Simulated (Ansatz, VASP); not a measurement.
# BN: VASP beside Ansatz, part 2 of 2

Wanted: the spread between two codes on one cell, functional and k mesh. The cell is taken from a series of runs on this material, whose earlier steps may have relaxed, scaled, displaced or heated it; both programs get it as it stands.

VASP 6.6.1 and Ansatz 0.2.0.

So far: The structure; Ansatz: zone-centre phonons, LDA.

## 3. VASP: zone-centre phonons, LDA

Level of this step: LDA; plane waves and PAW (B, N) (VASP).

The same cell, functional (in two slightly different forms) and mesh now go to VASP, with its own data sets.

Lines of VASP's logs that name or quote its potential files are left out, and so is its time.

The input, INCAR:

```
SYSTEM = BN
PREC = Accurate
ENCUT = 600
EDIFF = 1E-08
NELM = 120
ISMEAR = 0
SIGMA = 0.01
LREAL = .FALSE.
ALGO = Normal
GGA = CA
NBANDS = 10
LORBIT = 11
LWAVE = .FALSE.
LCHARG = .FALSE.
ISIF = 2
IBRION = 8
LEPSILON = .TRUE.
LASPH = .TRUE.
GGA_COMPAT = .FALSE.
EFERMI = MIDGAP
KPAR = 2
```

The input, POSCAR:

```
BN
1.0
    0.0000000000      1.7899253114      1.7899253114
    1.7899253114      0.0000000000      1.7899253114
    1.7899253114      1.7899253114      0.0000000000
B N
1 1
Direct
    0.0000000000      0.0000000000      0.0000000000
    0.7500000000      0.7500000000      0.7500000000
```

The input, KPOINTS:

```
Automatic mesh
0
Gamma
12 12 12
0 0 0
```

PAW data sets: B and N (LDA family, release 64).

The run is started by

```bash
$ mpirun -np 2 vasp_std
```

Numbers of over 12 decimals in the logs are rounded to 6 here.

Output:

```text
[banner, memory and clock lines left out]
running    2 mpi-ranks, on    1 nodes
 distrk:  each k-point on    1 cores,    2 groups
 distr:  one band on    1 cores,    1 groups

 POSCAR found type information on POSCAR B N
 POSCAR found :  2 types and       2 ions
 LDA part: xc-table for (Slater(with rela. corr.)+CA(PZ))
 , standard interpolation
 POSCAR, INCAR and KPOINTS ok, starting setup
 FFT: planning ... GRIDC
 FFT: planning ... GRID_SOFT
 FFT: planning ... GRID
 WAVECAR not read
 entering main loop
       N       E                     dE             d eps       ncg     rms          rms(c)
DAV:   1     0.102142076466E+02    0.10214E+02   -0.53085E+03  1488   0.874E+02
DAV:   2    -0.200845378459E+02   -0.30299E+02   -0.29337E+02  1712   0.169E+02
DAV:   3    -0.206008060371E+02   -0.51627E+00   -0.51536E+00  1682   0.191E+01
DAV:   4    -0.206014260299E+02   -0.61999E-03   -0.61998E-03  1580   0.812E-01
DAV:   5    -0.206014266390E+02   -0.60905E-06   -0.60906E-06  1652   0.250E-02    0.665E+00
DAV:   6    -0.195681109565E+02    0.10333E+01   -0.33276E+00  1466   0.113E+01    0.316E+00
DAV:   7    -0.194488526490E+02    0.11926E+00   -0.10006E-01  1586   0.274E+00    0.179E+00
DAV:   8    -0.194164012054E+02    0.32451E-01   -0.50241E-02  1622   0.161E+00    0.188E-01
DAV:   9    -0.194162507240E+02    0.15048E-03   -0.86246E-04  1554   0.280E-01    0.816E-02
DAV:  10    -0.194162350470E+02    0.15677E-04   -0.44037E-05  1624   0.672E-02    0.138E-02
DAV:  11    -0.194162355228E+02   -0.47574E-06   -0.17405E-06  1618   0.962E-03    0.611E-03
DAV:  12    -0.194162354541E+02    0.68644E-07   -0.49316E-07  1600   0.442E-03    0.217E-04
DAV:  13    -0.194162354547E+02   -0.61152E-09   -0.76530E-09   906   0.901E-04
   1 F= -.19416235E+02 E0= -.19416235E+02  d E =0.000000E+00
 Linear response reoptimize wavefunctions to high precision
DAV:   1    -0.194162354547E+02    0.53205E-10   -0.19777E-10   986   0.172E-04
 Linear response G [H, r] |phi>, progress :
  Direction:   1
       N       E                     dE             d eps       ncg     rms
RMM:   1    -0.377744426291E+02   -0.37774E+02   -0.33658E+01  3307   0.505E+01
RMM:   2    -0.321601556928E+02    0.56143E+01   -0.18523E+00  2305   0.881E+00
RMM:   3    -0.320782802434E+02    0.81875E-01   -0.66614E-02  2435   0.352E-01
RMM:   4    -0.320723138582E+02    0.59664E-02   -0.52467E-03  2537   0.202E-02
RMM:   5    -0.320712599090E+02    0.10539E-02    0.52996E-03  2477   0.174E-03
RMM:   6    -0.320714887475E+02   -0.22884E-03    0.29769E-03  2100   0.526E-04
RMM:   7    -0.320714257436E+02    0.63004E-04    0.35911E-03  1757   0.447E-04
RMM:   8    -0.320713601555E+02    0.65588E-04    0.42497E-03  1800   0.447E-04
RMM:   9    -0.320714484245E+02   -0.88269E-04    0.33550E-03  1692   0.446E-04
RMM:  10    -0.320713854257E+02    0.62999E-04    0.39913E-03  1491   0.446E-04
 Linear response G [H, r] |phi>, progress :
  Direction:   2
       N       E                     dE             d eps       ncg     rms
RMM:   1    -0.348300088729E+02   -0.34830E+02   -0.22420E+01  3318   0.479E+01
RMM:   2    -0.327175319435E+02    0.21125E+01   -0.16400E+00  2292   0.746E+00
RMM:   3    -0.326243750494E+02    0.93157E-01   -0.70944E-02  2441   0.300E-01
RMM:   4    -0.326179328104E+02    0.64422E-02   -0.54010E-03  2583   0.174E-02
RMM:   5    -0.326168674295E+02    0.10654E-02    0.52575E-03  2504   0.149E-03
RMM:   6    -0.326170852572E+02   -0.21783E-03    0.30696E-03  2131   0.426E-04
RMM:   7    -0.326170293691E+02    0.55888E-04    0.36288E-03  1815   0.358E-04
RMM:   8    -0.326169515142E+02    0.77855E-04    0.44114E-03  1866   0.357E-04
RMM:   9    -0.326170547659E+02   -0.10325E-03    0.33727E-03  1796   0.357E-04
RMM:  10    -0.326169921214E+02    0.62644E-04    0.40063E-03  1597   0.357E-04
 Linear response G [H, r] |phi>, progress :
  Direction:   3
       N       E                     dE             d eps       ncg     rms
RMM:   1    -0.254203413012E+02   -0.25420E+02    0.73168E+01  3115   0.507E+01
RMM:   2    -0.237558412653E+02    0.16645E+01   -0.93748E-01  2272   0.842E+00
RMM:   3    -0.237537309378E+02    0.21103E-02   -0.31179E-03  2458   0.375E-01
RMM:   4    -0.237536876146E+02    0.43323E-04   -0.14804E-05  2547   0.241E-02
RMM:   5    -0.237536874446E+02    0.17001E-06   -0.16036E-06  2453   0.214E-03
RMM:   6    -0.237536874528E+02   -0.82497E-08   -0.15870E-06  2087   0.522E-04
RMM:   7    -0.237536874497E+02    0.31400E-08   -0.15932E-06  1718   0.399E-04
RMM:   8    -0.237536874503E+02   -0.63015E-09   -0.15689E-06  1707   0.396E-04
RMM:   9    -0.237536874517E+02   -0.14080E-08   -0.15718E-06  1548   0.396E-04
RMM:  10    -0.237536874520E+02   -0.29628E-09   -0.16223E-06  1404   0.396E-04
 Linear response to external field (no local field effect), progress :
  Direction:   1
       N       E                     dE             d eps       ncg     rms          rms(c)
RMM:   1    -0.139118435549E+00   -0.13912E+00   -0.42821E-01  3243   0.198E+00
RMM:   2    -0.139554296623E+00   -0.43586E-03   -0.30519E-04  2315   0.144E-01
RMM:   3    -0.139554928545E+00   -0.63192E-06   -0.43139E-07  2363   0.483E-03
RMM:   4    -0.139554929222E+00   -0.67752E-09   -0.32752E-09  2138   0.229E-04
 change of polarisation eV/A/(eV/A) component  1 :     0.279     0.118     0.031
[...]
RMM:   3    -0.750306503095E-01   -0.54324E-06   -0.26486E-07  2340   0.411E-03
RMM:   4    -0.750306515695E-01   -0.12600E-08   -0.22238E-09  2151   0.203E-04
 change of polarisation eV/A/(eV/A) component  3 :     0.031    -0.040     0.150
 dielectric tensor                  component  3 :     0.494    -0.628     3.368
 Linear response to external field, progress :
  Direction:   1
       N       E                     dE             d eps       ncg     rms          rms(c)
RMM:   1    -0.117427512224E+00   -0.11743E+00   -0.35049E-01 12586   0.183E+00
RMM:   2    -0.117811983250E+00   -0.38447E-03   -0.26841E-04  9029   0.135E-01    0.574E-01
RMM:   3    -0.115538236826E+00    0.22737E-02   -0.94912E-04  8861   0.238E-01    0.336E-01
RMM:   4    -0.119220990937E+00   -0.36828E-02   -0.13953E-03  9111   0.289E-01    0.369E-02
RMM:   5    -0.119679415964E+00   -0.45843E-03   -0.14889E-05  9281   0.312E-02    0.409E-03
RMM:   6    -0.119693534238E+00   -0.14118E-04   -0.26201E-08  9403   0.169E-03    0.217E-03
RMM:   7    -0.119702257173E+00   -0.87229E-05   -0.82961E-09  9378   0.830E-04    0.962E-05
RMM:   8    -0.119702472211E+00   -0.21504E-06   -0.18190E-09  5632   0.453E-05    0.251E-05
RMM:   9    -0.119702456040E+00    0.16171E-07   -0.19232E-09  4932   0.502E-05    0.213E-06
 change of polarisation eV/A/(eV/A) component  1 :     0.226     0.041     0.026
 dielectric tensor                  component  1 :     4.563     0.644     0.408
 Linear response to external field, progress :
  Direction:   2
       N       E                     dE             d eps       ncg     rms          rms(c)
RMM:   1    -0.117427609644E+00   -0.11743E+00   -0.35049E-01 12586   0.183E+00
RMM:   2    -0.117812017696E+00   -0.38441E-03   -0.26126E-04  9029   0.135E-01    0.574E-01
RMM:   3    -0.115538270342E+00    0.22737E-02   -0.94749E-04  8865   0.238E-01    0.336E-01
RMM:   4    -0.119221084511E+00   -0.36828E-02   -0.13931E-03  9114   0.289E-01    0.369E-02
RMM:   5    -0.119679540421E+00   -0.45846E-03   -0.14848E-05  9278   0.312E-02    0.410E-03
RMM:   6    -0.119693634689E+00   -0.14094E-04   -0.25229E-08  9410   0.169E-03    0.217E-03
RMM:   7    -0.119702365518E+00   -0.87308E-05   -0.83182E-09  9377   0.828E-04    0.959E-05
RMM:   8    -0.119702572886E+00   -0.20737E-06   -0.17678E-09  5511   0.427E-05    0.260E-05
RMM:   9    -0.119702563905E+00    0.89812E-08   -0.18472E-09  5013   0.498E-05    0.233E-06
 change of polarisation eV/A/(eV/A) component  2 :     0.030     0.226     0.027
 dielectric tensor                  component  2 :     0.469     4.563     0.423
 Linear response to external field, progress :
  Direction:   3
       N       E                     dE             d eps       ncg     rms          rms(c)
RMM:   1    -0.117427402748E+00   -0.11743E+00   -0.35049E-01 12586   0.183E+00
RMM:   2    -0.117811982416E+00   -0.38458E-03   -0.26798E-04  9029   0.135E-01    0.574E-01
RMM:   3    -0.115538251601E+00    0.22737E-02   -0.94907E-04  8861   0.238E-01    0.336E-01
RMM:   4    -0.119221090528E+00   -0.36828E-02   -0.13953E-03  9111   0.289E-01    0.369E-02
RMM:   5    -0.119679502284E+00   -0.45841E-03   -0.14889E-05  9281   0.312E-02    0.410E-03
RMM:   6    -0.119693633176E+00   -0.14131E-04   -0.26318E-08  9402   0.169E-03    0.217E-03
RMM:   7    -0.119702353595E+00   -0.87204E-05   -0.82692E-09  9376   0.830E-04    0.957E-05
RMM:   8    -0.119702560842E+00   -0.20725E-06   -0.17829E-09  5505   0.441E-05    0.264E-05
RMM:   9    -0.119702552828E+00    0.80141E-08   -0.18722E-09  5062   0.515E-05    0.237E-06
 change of polarisation eV/A/(eV/A) component  3 :     0.025     0.042     0.226
 dielectric tensor                  component  3 :     0.393     0.659     4.563
 Linear response DOF=           2
 Linear response progress:
  Degree of freedom:   1/  2
       N       E                     dE             d eps       ncg     rms          rms(c)
RMM:   1    -0.419890074746E-01   -0.41989E-01   -0.25434E-02 14150   0.135E+00
RMM:   2    -0.363102599415E-01    0.56787E-02    0.68882E-04  8612   0.242E-01    0.149E-01
RMM:   3    -0.363624424606E-01   -0.52183E-04    0.29297E-04  8926   0.790E-02    0.834E-02
RMM:   4    -0.366623590178E-01   -0.29992E-03    0.15103E-04  8952   0.898E-02    0.767E-03
RMM:   5    -0.366790085532E-01   -0.16650E-04    0.39705E-05  9198   0.730E-03    0.111E-03
RMM:   6    -0.366802741542E-01   -0.12656E-05    0.55215E-06  9199   0.528E-04    0.415E-04
RMM:   7    -0.366783221544E-01    0.19520E-05    0.25264E-06  9313   0.395E-04    0.437E-05
RMM:   8    -0.366783550777E-01   -0.32923E-07    0.29634E-06  9335   0.371E-05    0.103E-05
RMM:   9    -0.366783060175E-01    0.49060E-07    0.29140E-06  9496   0.208E-05    0.845E-07
RMM:  10    -0.366783170913E-01   -0.11074E-07    0.27880E-06  6263   0.137E-05    0.338E-07
RMM:  11    -0.366783080613E-01    0.90301E-08    0.28783E-06  5205   0.137E-05    0.124E-08
 first order change of Fermi-energy  -0.13609E+00
 force on displaced ion       1 direction 1 : -25.749   0.000   0.000
 Born effective charge ion    1 direction 1 :   1.873   0.000   0.000
 Linear response progress:
  Degree of freedom:   2/  2
       N       E                     dE             d eps       ncg     rms          rms(c)
RMM:   1    -0.229989876095E+00   -0.22999E+00    0.10390E-01 11335   0.332E+00
RMM:   2    -0.224091601906E+00    0.58983E-02   -0.22436E-03  8646   0.440E-01    0.232E-01
RMM:   3    -0.225051682484E+00   -0.96008E-03   -0.45921E-04  8354   0.161E-01    0.125E-01
RMM:   4    -0.227096526987E+00   -0.20448E-02   -0.42506E-04  8091   0.157E-01    0.232E-02
RMM:   5    -0.227152829044E+00   -0.56302E-04   -0.16260E-05  9270   0.231E-02    0.875E-04
RMM:   6    -0.227160200508E+00   -0.73715E-05   -0.31307E-06  9115   0.115E-03    0.403E-04
RMM:   7    -0.227158208374E+00    0.19921E-05   -0.26476E-06  9381   0.393E-04    0.466E-05
RMM:   8    -0.227158000832E+00    0.20754E-06   -0.25474E-06  9341   0.500E-05    0.195E-05
RMM:   9    -0.227157928624E+00    0.72207E-07   -0.24303E-06  9615   0.458E-05    0.931E-07
RMM:  10    -0.227157946473E+00   -0.17849E-07   -0.26212E-06  7210   0.325E-05    0.450E-07
RMM:  11    -0.227157909018E+00    0.37455E-07   -0.23420E-06  6472   0.325E-05    0.213E-08
 first order change of Fermi-energy   0.13635E+00
 force on displaced ion       2 direction 1 : -25.737  -0.000  -0.000
 Born effective charge ion    2 direction 1 :  -1.872   0.000   0.000
 Born effective charges drift removed
 Linear response finished
```

From OUTCAR (step 3):

```text
ion  position               nearest neighbor table
   1  0.000  0.000  0.000-   2 1.55   2 1.55   2 1.55   2 1.55
   2  0.750  0.750  0.750-   1 1.55   1 1.55   1 1.55   1 1.55

  LATTYP: Found a face centered cubic cell.
 ALAT       =     3.5798506228

 Subroutine GETGRP returns: Found 24 space group operations
 (whereof 24 operations were pure point group operations)

The static configuration has the point symmetry T_d .

 Found     72 irreducible k-points:

   k-points           NKPTS =     72   k-points in BZ     NKDIM =     72   number of bands    NBANDS=     10

   dimension x,y,z NGX =    20 NGY =   20 NGZ =   20
   dimension x,y,z NGXF=    40 NGYF=   40 NGZF=   40

   ENCUT  =  600.0 eV  44.10 Ry    6.64 a.u.   5.06  5.06  5.06*2*pi/ulx,y,z

   NELECT =       8.0000    total number of electrons

 k-points in reciprocal lattice and weights: Automatic mesh
   0.00000000  0.00000000  0.00000000       0.001
   0.08333333  0.00000000  0.00000000       0.005
   0.16666667  0.00000000  0.00000000       0.005
   0.25000000  0.00000000  0.00000000       0.005
   0.33333333  0.00000000  0.00000000       0.005
   0.41666667  0.00000000  0.00000000       0.005
   0.50000000  0.00000000  0.00000000       0.002
   0.08333333  0.08333333  0.00000000       0.003
   0.16666667  0.08333333  0.00000000       0.014
[...]
-0.33333333  0.50000000  0.16666667       0.007
  -0.25000000  0.50000000  0.25000000       0.003

 average (electrostatic) potential at core
       1 -29.1640       2 -59.7662

  Total        0.0692723      0.0692723      0.0692723      0.0000000     -0.0000000      0.0000000
  in kB        9.6768816      9.6768816      9.6768816      0.0000000     -0.0000000      0.0000000
  external PRESSURE =       9.6768816 kB  Pullay stress =       0.0000000 kB

  energy-cutoff  :      600.00
  volume of cell :       11.47
      direct lattice vectors                 reciprocal lattice vectors
     0.000000000  1.789925311  1.789925311    -0.279341265  0.279341265  0.279341265
     1.789925311  0.000000000  1.789925311     0.279341265 -0.279341265  0.279341265
     1.789925311  1.789925311  0.000000000     0.279341265  0.279341265 -0.279341265

 POSITION                                       TOTAL-FORCE (eV/Angst)
 -----------------------------------------------------------------------------------
      0.00000      0.00000      0.00000         0.000000      0.000000      0.000000
      2.68489      2.68489      2.68489        -0.000000     -0.000000     -0.000000
 -----------------------------------------------------------------------------------
    total drift:                                0.000000      0.000000      0.000000

 MACROSCOPIC STATIC DIELECTRIC TENSOR (including local field effects in DFT)
 ------------------------------------------------------
           4.563336    -0.000000     0.000000
           0.000000     4.563336    -0.000000
           0.000000     0.000000     4.563336
 ------------------------------------------------------

 PIEZOELECTRIC TENSOR (including local field effects)  for field in x, y, z        (C/m^2)
          XX          YY          ZZ          XY          YZ          ZX
  --------------------------------------------------------------------------------
  x    -0.00000     0.00000    -0.00000     0.00000     1.02935     0.00000
  y    -0.00000     0.00000     0.00000     0.00000     0.00000     1.02935
  z     0.00000    -0.00000    -0.00000     1.02935     0.00000     0.00000

 BORN EFFECTIVE CHARGES (including local field effects) (in |e|, cummulative output)
 ---------------------------------------------------------------------------------
 ion    1
    1     1.87268     0.00000     0.00000
    2     0.00000     1.87268     0.00000
    3    -0.00000    -0.00000     1.87268
 ion    2
    1    -1.87268     0.00000     0.00000
    2     0.00000    -1.87268    -0.00000
    3     0.00000     0.00000    -1.87268

 Eigenvectors and eigenvalues of the dynamical matrix
 ----------------------------------------------------

   1 f  =   32.114930 THz   201.784059 2PiTHz 1071.238769 cm-1   132.816620 meV
             X         Y         Z           dx          dy          dz
      0.000000  0.000000  0.000000    -0.751265    0.000000    0.000000
      2.684888  2.684888  2.684888     0.660000    0.000000    0.000000

   2 f  =   32.114930 THz   201.784059 2PiTHz 1071.238769 cm-1   132.816620 meV
             X         Y         Z           dx          dy          dz
      0.000000  0.000000  0.000000     0.000000   -0.751265    0.000000
      2.684888  2.684888  2.684888     0.000000    0.660000    0.000000

   3 f  =   32.114930 THz   201.784059 2PiTHz 1071.238769 cm-1   132.816620 meV
             X         Y         Z           dx          dy          dz
      0.000000  0.000000  0.000000     0.000000    0.000000    0.751265
      2.684888  2.684888  2.684888     0.000000    0.000000   -0.660000

   4 f/i=    0.003768 THz     0.023675 2PiTHz    0.125685 cm-1     0.015583 meV
             X         Y         Z           dx          dy          dz
      0.000000  0.000000  0.000000     0.000000    0.660000    0.000000
      2.684888  2.684888  2.684888     0.000000    0.751265    0.000000

   5 f/i=    0.003768 THz     0.023675 2PiTHz    0.125685 cm-1     0.015583 meV
             X         Y         Z           dx          dy          dz
      0.000000  0.000000  0.000000    -0.660000    0.000000    0.000000
      2.684888  2.684888  2.684888    -0.751265    0.000000    0.000000

   6 f/i=    0.003768 THz     0.023675 2PiTHz    0.125685 cm-1     0.015583 meV
             X         Y         Z           dx          dy          dz
      0.000000  0.000000  0.000000     0.000000    0.000000   -0.660000
      2.684888  2.684888  2.684888     0.000000    0.000000   -0.751265

 MACROSCOPIC STATIC DIELECTRIC TENSOR IONIC CONTRIBUTION
 ------------------------------------------------------
           2.149294    -0.000000    -0.000000
          -0.000000     2.149294    -0.000000
          -0.000000    -0.000000     2.149294
 ------------------------------------------------------

 ELASTIC MODULI CONTR FROM IONIC RELAXATION (kBar)
 Direction    XX          YY          ZZ          XY          YZ          ZX
 --------------------------------------------------------------------------------
 XX          -0.0000     -0.0000      0.0000     -0.0000     -0.0000     -0.0000
 YY          -0.0000     -0.0000      0.0000      0.0000     -0.0000     -0.0000
 ZZ           0.0000      0.0000     -0.0000     -0.0000      0.0000      0.0000
 XY          -0.0000      0.0000     -0.0000    -42.2157      0.0000      0.0000
 YZ          -0.0000     -0.0000      0.0000      0.0000    -42.2157      0.0000
 ZX          -0.0000     -0.0000      0.0000      0.0000      0.0000    -42.2157
 --------------------------------------------------------------------------------

 PIEZOELECTRIC TENSOR IONIC CONTR  for field in x, y, z        (C/m^2)
          XX          YY          ZZ          XY          YZ          ZX
  --------------------------------------------------------------------------------
  x    -0.00000    -0.00000     0.00000     0.00000    -0.28344     0.00000
  y    -0.00000    -0.00000     0.00000     0.00000     0.00000    -0.28344
  z    -0.00000     0.00000    -0.00000    -0.28344     0.00000     0.00000
```

## 4. Comparison

Known differences besides the potentials themselves: the two LDA forms differ slightly; fixed occupations in Ansatz, narrow Gaussian smearing in VASP; VASP's run holds the zone centre alone; the cutoff is 420 eV in Ansatz and 600 eV in VASP; VASP's log shows a relativistic correction to its local exchange, Ansatz's none. Total energies have different zeros and are not compared.

Compared:

| quantity | Ansatz | VASP | difference |
| --- | --- | --- | --- |
| ε∞ xx | 4.57 | 4.56 | +0.06 % |
| ε∞ yy | 4.57 | 4.56 | +0.06 % |
| ε∞ zz | 4.57 | 4.56 | +0.06 % |
| Born charge of B1 (mean of the diagonal) (e) | 1.88 | 1.87 | 0.00 |
| Born charge of N2 (mean of the diagonal) (e) | -1.88 | -1.87 | 0.00 |
| optical mode 1 to 3 (cm⁻¹) | 1066.7 | 1071.2 | -0.42 % |

Modes are paired by rising frequency, not by their patterns, so a pair may set unlike modes beside each other; they are those without the splitting of longitudinal modes.

## 5. What came out

| Property | Result |
| --- | --- |
| r.m.s. difference of the optical zone-centre modes, each program's sorted by frequency (zone-centre phonons, LDA) | 4.5 cm⁻¹ |

In words: The r.m.s. difference of the optical zone-centre modes, each program's sorted by frequency is 4.5 cm⁻¹ (zone-centre phonons, LDA). How closely two codes agree says nothing of how well the functional describes the real material.

[Lines on the potential files, build, host, timing and source positions are cut from VASP's logs without a mark.]

[Logs are printed without paths, hosts, clocks, repeated set-up lines and the standing remarks that a program may print on its own settings, such as how far it seeks lower states.]

[Hosts, paths, dates, database ids (printed as entryN), source tags and the programs' standing remarks are cut or masked in the printed files.]
